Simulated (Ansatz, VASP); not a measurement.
# BPt2 (BPt2 (P6_3/mmc)): VASP beside Ansatz

Wanted: the spread between two codes on one cell, functional and k mesh. The cell is taken from a series of runs on this material, whose earlier steps may have relaxed, scaled, displaced or heated it; both programs get it as it stands.

Program: Ansatz 0.2.0. Level of theory: plane waves, with VASP 6.6.1 beside it; relaxation of cell and atoms at r2SCAN. Results are calculated unless marked as measured.

## (1) The structure

It takes space group P6_3/mmc (No. 194, hexagonal). Conventional cell: a = 2.928 Å, b = 2.928 Å, c = 10.357 Å, α = 90.00°, β = 90.00°, γ = 120.00°. Nearest to B lie 6 Pt at 2.19 Å. Pt has 3 B at 2.19 Å nearest. Farther neighbours are not listed.

## (2) Ansatz: relaxation of cell and atoms, r2SCAN

Ansatz runs on its PAW soft_1 files.

The relaxed volume is the usual yardstick between codes: in a stiff, nearly cubic crystal its relative difference is about their pressure difference at one cell divided by the bulk modulus.

input.yaml reads:

```yaml
crystal:
  lattice:
    - [2.9283123, 0.0, 0.0]
    - [-1.4641562, 2.5359928, 0.0]
    - [0.0, 0.0, 10.3572158]
  atoms:
    - { symbol: B, position: [0.66666667, 0.33333333, 0.75] }
    - { symbol: B, position: [0.33333333, 0.66666667, 0.25] }
    - { symbol: Pt, position: [0.66666667, 0.33333333, 0.38379429] }
    - { symbol: Pt, position: [0.33333333, 0.66666667, 0.61620571] }
    - { symbol: Pt, position: [0.33333333, 0.66666667, 0.88379429] }
    - { symbol: Pt, position: [0.66666667, 0.33333333, 0.11620571] }
basis:
  ecutwfc: 500
  xc_grid: 2
hamiltonian:
  xc: r2scan
  pseudopotentials: { kind: paw, azcp: { folder: soft_1 } }
kpoints:
  mp_grid: { grid: [15, 15, 4] }
scf:
  occupations: { method: fermi_dirac, width: 0.05 }
  max_iter: 150
output:
  forces: true
  stress: true
relax:
  f_tol: 0.01
  max_steps: 60
  cell: {}
checkpoint:
  write: "../r2scan.run"
  compress: false
  write_wavefunctions: false
  write_every: 100000
```

Command:

```bash
$ ansatz run input.yaml --threads 4 --pin off --max-ram 6594MiB --backend cpu --events-out ev --progress --plain --runs-dir out
```

Numbers of over 12 decimals in the logs are rounded to 6 here.

Output:

```text
Engine: ansatz 0.2.0, x86_64-unknown-linux-gnu
Pseudopotentials: kind: paw
Pseudopotential: B, paw, valence charge 3, recommended cutoff 500 eV (meta_gga), soft_1/B.paw.azcp
Pseudopotential: Pt, paw, valence charge 18, recommended cutoff 500 eV (meta_gga), soft_1/Pt.paw.azcp
Functional definition: r2SCAN
  parameter k0 = 0.174
  parameter k1 = 0.065
  parameter a1 = 4.9479
  exchange = r2scan_x(k0 = k0, k1 = k1, a1 = a1)
  correlation = r2scan_c
Crystal: 6 atoms, lattice volume = 76.915 Å³
Basis set: ecut = 500 eV, 1981 PW (Γ), exchange–correlation on 48×48×160 points (8 copies of the dense FFT grid, shifted against one another)
Bands: 47, of which v1, the nominal top of the filled ones, is band 39 counted from 1 (38 counted from 0)
Symmetry: 24 space group operations
Space group: P63/mmc (ITA 194), of the structure as read, at distance tolerance 4.3e-5 Å
k-points: 81 of 900
Non-local potential: B, projectors of the file, l = 0: 2, l = 1: 2, l = 2: 1
Non-local potential: Pt, projectors of the file, l = 0: 3, l = 1: 2, l = 2: 2, l = 3: 1
PAW form: soft (Blöchl's): semilocal exchange-correlation on the pseudo side does not see the compensation charge
PAW frozen core: B, regenerated for the run's functional (the file was generated under x = pbe(κ = 0.804, μ = 0.219515), c = pbe(β = 0.066725))
PAW frozen core: Pt, regenerated for the run's functional (the file was generated under x = pbe(κ = 0.804, μ = 0.219515), c = pbe(β = 0.066725))
PAW one-centre angular grid: B, 302 points (default); XC on 223 of its mesh's 2233 points in the sphere
PAW one-centre angular grid: Pt, 590 points (default); XC on 160 Gauss nodes
Initial density: superposition of atomic densities (chi_scale 0.1, normalization cell, long waves kept (reshape's long-wave potential 0.02 eV rms))
Initial wavefunctions: pseudopotential atomic-orbital guess
Functional: x = r2scan, c = r2scan; τ floored in thin density (d = 2e-4 eV/Å³)
SCF iter   1: F=—  HF=-50470.126892 eV  |F-HF|=—  |Δ(HF+E_count)|=         —  Δρ=1.06e-1  dr2=1.62e1  dr2_τ=9.59e-1  ethr=3.10e-3  ⟨swp⟩=6.0  Hψ=13362  notcnv=0
preconditioner: auto → Kerker (q_TF=auto, 2.735 Å⁻¹)  [metal: Δε(μ)=0.017 eV  Ē_g=8.526 eV  σ=0.050 eV  W_gap=0.08  n_scr=26 (ndim 8)  ℏωp=28.7 eV  f_vac=0.000  D(μ)=4.29/eV (n_scr^D=52)]
SCF iter   2: F=—  HF=-50467.417320 eV  |F-HF|=—  |Δ(HF+E_count)|=    2.71e0  Δρ=3.68e-2  dr2=2.21e0  dr2_τ=2.76e-1  ethr=3.10e-3  ⟨swp⟩=2.0  Hψ=6846  notcnv=0  defer=116
SCF iter   3: F=—  HF=-50467.295211 eV  |F-HF|=—  |Δ(HF+E_count)|=   1.22e-1  Δρ=1.19e-2  dr2=1.95e-1  dr2_τ=6.66e-3  ethr=2.83e-3  ⟨swp⟩=2.2  Hψ=5603  notcnv=0  defer=117
SCF iter   4: F=—  HF=-50467.294458 eV  |F-HF|=—  |Δ(HF+E_count)|=   7.53e-4  Δρ=2.42e-3  dr2=5.08e-3  dr2_τ=2.19e-4  ethr=2.50e-4  ⟨swp⟩=2.1  Hψ=6107  notcnv=0  defer=117
SCF iter   5: F=—  HF=-50467.295242 eV  |F-HF|=—  |Δ(HF+E_count)|=   7.84e-4  Δρ=8.24e-4  dr2=9.90e-4  dr2_τ=6.35e-5  ethr=6.52e-6  ⟨swp⟩=2.0  Hψ=5582  notcnv=0  defer=117
SCF iter   6: F=—  HF=-50467.295259 eV  |F-HF|=—  |Δ(HF+E_count)|=   1.71e-5  Δρ=2.38e-4  dr2=4.29e-5  dr2_τ=2.25e-6  ethr=1.27e-6  ⟨swp⟩=2.0  Hψ=5504  notcnv=0  defer=117
SCF iter   7: F=—  HF=-50467.295296 eV  |F-HF|=—  |Δ(HF+E_count)|=   3.71e-5  Δρ=4.98e-5  dr2=1.81e-6  dr2_τ=3.03e-7  ethr=5.50e-8  ⟨swp⟩=2.0  Hψ=5635  notcnv=0  defer=117
SCF iter   8: F=—  HF=-50467.295300 eV  |F-HF|=—  |Δ(HF+E_count)|=   4.09e-6  Δρ=1.49e-5  dr2=1.27e-7  dr2_τ=3.52e-9  ethr=2.33e-9  ⟨swp⟩=2.0  Hψ=5585  notcnv=0  defer=117
SCF iter   9: F=-50467.295301 eV  HF=-50467.295301 eV  |F-HF|=2.90e-9  |Δ(HF+E_count)|=   4.07e-7  Δρ=3.60e-6  dr2=1.35e-8  dr2_τ=3.90e-10  ethr=1.28e-10  ⟨swp⟩=4.5  Hψ=12522  notcnv=0
SCF 1 converged in 9 iterations: F = -50467.295301 eV  dr2 = 1.35e-8
  greatest PAW one-centre occupation: 1.000 electrons in one spin orbital (limit 2), on the Pt atom at site 5 (counted from 0), in its partial waves of l = 0
relax step   1: F+E_penalty+E_count = -50467.29530085 eV  Δ(F+E_penalty+E_count) = +0.000e0 eV  max|allowed force component| = 3.237e-2 eV/Å  Δτ_max = 0.0000 Å  P = -0.767 GPa  Ω = 76.915 Å³  (9 SCF iters, dr2 threshold 1.00e-7 eV, accepted)
[...]
relax step   2: F+E_penalty+E_count = -50467.29480205 eV  Δ(F+E_penalty+E_count) = +4.988e-4 eV  max|allowed force component| = 6.243e-2 eV/Å  Δτ_max = 0.0037 Å  P = +0.804 GPa  Ω = 76.391 Å³  energy of the carried Pulay correction = +2.264e-4 eV  (6 SCF iters, dr2 threshold 6.00e-7 eV, rejected (line search))
[...]
relax step   3: F+E_penalty+E_count = -50467.29593407 eV  Δ(F+E_penalty+E_count) = -6.332e-4 eV  max|allowed force component| = 1.316e-2 eV/Å  Δτ_max = 0.0004 Å  P = -0.060 GPa  Ω = 76.703 Å³  energy of the carried Pulay correction = +9.148e-5 eV  (9 SCF iters, accepted)
[...]
relax step   4: F+E_penalty+E_count = -50467.29595017 eV  Δ(F+E_penalty+E_count) = -1.610e-5 eV  max|allowed force component| = 2.934e-3 eV/Å  Δτ_max = 0.0003 Å  P = -0.001 GPa  Ω = 76.693 Å³  energy of the carried Pulay correction = +9.566e-5 eV  (4 SCF iters, dr2 threshold 2.14e-8 eV, accepted)
[...]
relax step   5: F+E_penalty+E_count = -50467.29585194 eV  Δ(F+E_penalty+E_count) = +9.823e-5 eV  max|allowed force component| = 2.914e-3 eV/Å  Δτ_max = 0.0000 Å  P = -0.002 GPa  Ω = 76.693 Å³  stress off target by 1.61e-2 GPa  SCF on the basis re-selected at this cell (its energy is not comparable with the rows above)  (5 SCF iters)
basis re-selected at this cell: Δ(F+E_penalty+E_count) = +9.823e-5 eV, ΔP = -0.001 GPa vs the last step (what re-selecting the basis moved, of the pressure what is left beyond the Pulay correction that the steps carried, after the strain that the cell walked since its last selection, with what the two solves' SCF thresholds leave and, on support functions, any second-order correction that the steps lacked; it is no m [...]
SCF converged after 5 iterations
Free energy (F): -50467.295852 eV
Harris-Foulkes:  -50467.295852 eV  (|F-HF|=2.18e-11)
Internal energy: -50467.266590 eV  (E = F + TS)
E sigma→0 (E₀):  -50467.281221 eV
Entropy (-TS):   -0.029262 eV (-4.877 meV/atom)
Fermi energy:    20.151850 eV
--- Per-component energies (eV) ---
  E_band       = -747.469609
  E_kinetic    = 2485.230536
  E_local      = -6613.641847  (includes V_loc(G=0)·N_el)
  E_nonlocal   = 838.095831
  E_hartree    = 2537.119788
  E_xc         = -945.399382
  E_vxc        = -1284.821444  (∫ρ·V_xc dr)
  E_paw        = -38199.013610  (= ΣΔE_a)
  E_vpaw       = -1330.558693  (= ΣTr[D̂ρ^β])
  E_aug_tail   = 0.002912  (compensation charges beyond the density's cutoff)
  E_vtau       = 83.984030  (kinetic-family band-sum trace: ∫τ·v_τ [+ j·A + Jᵃ·Aᵃ] dr)
  E_ewald      = -10568.697467
  E_core_change = -0.963352  (= ΣΔE_core)
  E_smearing   = -0.029262  (= −TS)
  E_closure    = 0.000000  (closes the sum)
  Σ components = -50467.295852   (vs F -50467.295852, Δ=0.00e0)
--- Forces (eV/Å), atoms counted from 1 ---
  atom   1  B      0.00000000     0.00000000     0.00000000
  atom   2  B     -0.00000000     0.00000000     0.00000000
  atom   3  Pt     0.00000000    -0.00000000    -0.00291368
  atom   4  Pt     0.00000000     0.00000000     0.00291368
  atom   5  Pt     0.00000000     0.00000000    -0.00291368
  atom   6  Pt    -0.00000000     0.00000000     0.00291368
  max |Σ_I F_I| component: 1.50e-17 eV/Å
--- Stress (GPa, compression-positive) ---
        0.005469      -0.000000       0.000000
        0.000000       0.005469       0.000000
        0.000000       0.000000      -0.016090
  P = ⅓ Tr σ = -0.0017 GPa (-0.017 kbar)
--- Relaxed structure (4 steps of the walk, 3 accepted, 1 SCFs on fresh bases) ---
  F+E_penalty+E_count = -50467.29585194 eV   max|allowed force component| = 2.914e-3 eV/Å   (the final SCF, on the basis selected at the relaxed cell)
  cell:  # Å, volume = 76.6930 Å³
    - [2.926003, 2.884474485863708e-8, 0.0]
    - [-1.463001, 2.533993, 0.0]
    - [0.0, 0.0, 10.343697]
  atoms:
    - { symbol: B, position: [0.666667, 0.333333, 0.75] }
    - { symbol: B, position: [0.333333, 0.666667, 0.25] }
    - { symbol: Pt, position: [0.666667, 0.333333, 0.383800] }
    - { symbol: Pt, position: [0.333333, 0.666667, 0.616200] }
    - { symbol: Pt, position: [0.333333, 0.666667, 0.883800] }
    - { symbol: Pt, position: [0.666667, 0.333333, 0.116200] }
```

[end of part 1 of 2]

[Lines on the potential files, build, host, timing and source positions are cut from VASP's logs without a mark.]

[Logs are printed without paths, hosts, clocks, repeated set-up lines and the standing remarks that a program may print on its own settings, such as how far it seeks lower states.]

[Hosts, paths, dates, database ids (printed as entryN), source tags and the programs' standing remarks are cut or masked in the printed files.]
